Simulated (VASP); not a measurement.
Consider the following.

```yaml
crystal:
  lattice:
    - [-2.88381, 2.88381, 1.57344]
    - [2.88381, -2.88381, 1.57344]
    - [2.88381, 2.88381, -1.57344]
  atoms:
    - { symbol: In, position: [0.75000, 0.25000, 0.50000] }
    - { symbol: In, position: [0.00000, 0.00000, 0.00000] }
```

The numbers are results of PBE GGA, VASP's PBE PAW potentials (set 64) (plane waves; VASP 6.6.1), not measurements. Settings: 300 eV cut-off, 9×9×9 Γ-centred mesh, Fermi-Dirac smearing of 0.14 eV, potentials In_d.

At this cut-off the stress carries a Pulay error, which pulls relaxed volumes low. Unless said otherwise, spin-orbit coupling is left out, though it shifts the bands of the heavy elements here.

Estimate the energy per atom (σ→0), pressure, band gap (on the k-mesh) with the smallest direct gap where there is one.

```yaml
band gap (on the k-mesh): none (metal, semimetal or under 0.01 eV)
energy per atom (σ→0): -237.8 kJ/mol-atom
pressure: 3.39 GPa
```

Only differences to runs with the same potentials and settings are physical.

The structure was generated: In was put into an ordered model structure, which need not be its known phase. The cell was not relaxed at this level.
